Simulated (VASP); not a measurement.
A convergence study with VASP on NiSi2 (fluorite): one setting is varied, all else stays as given below, so the limit is that of these other settings. Each run relaxes cell and ions from the cell shown. The basis is that of the starting cell, so low cut-offs carry a Pulay error.

```
NiSi2
1.0
    0.00000     2.70500     2.70500
    2.70500     0.00000     2.70500
    2.70500     2.70500     0.00000
Si Ni
2 1
Direct
  0.25000   0.25000   0.25000
  0.75000   0.75000   0.75000
  0.00000   0.00000   0.00000
```

Level of theory: PBE GGA, VASP's PBE PAW potentials (set 64) (plane waves; VASP). The tightest run used: 700 eV cut-off, 8×8×8 Γ-centred mesh, first-order Methfessel-Paxton smearing of 0.10 eV, potentials Si Ni.

Problem. The settings run are ENCUT = 200; ENCUT = 250; ENCUT = 300; ENCUT = 350; ENCUT = 400; ENCUT = 450; ENCUT = 500; ENCUT = 550; ENCUT = 600; ENCUT = 650; ENCUT = 700. From which on does the relaxed volume stay within 0.1 Å³/atom of the tightest run?

Solution. From ENCUT = 300 on: it is off by 0.030 there and by no more than 0.1 in any finer run, while ENCUT = 250 is off by 0.357.
```csv
setting,relaxed volume (Å³/atom),E (eV/atom),plane waves,difference judged (Å³/atom)
ENCUT = 200,11.982,-5.7264,266,1.474
ENCUT = 250,13.100,-5.7624,363,0.357
ENCUT = 300,13.427,-5.7854,489,0.030
ENCUT = 350,13.439,-5.7877,609,0.018
ENCUT = 400,13.440,-5.7871,730,0.017
ENCUT = 450,13.451,-5.7869,881,0.005
ENCUT = 500,13.457,-5.7869,1036,0.000
ENCUT = 550,13.456,-5.7869,1211,0.000
ENCUT = 600,13.455,-5.7868,1363,0.002
ENCUT = 650,13.455,-5.7868,1524,0.001
ENCUT = 700,13.457,-5.7868,1687,0.000
```

Left out are rungs that failed or repeat a setting and relaxations that didn't move; long series are thinned to 24 rows.

The compound is NiSi2 in the fluorite structure. The run is not spin-polarised, so no magnetic state was tried.
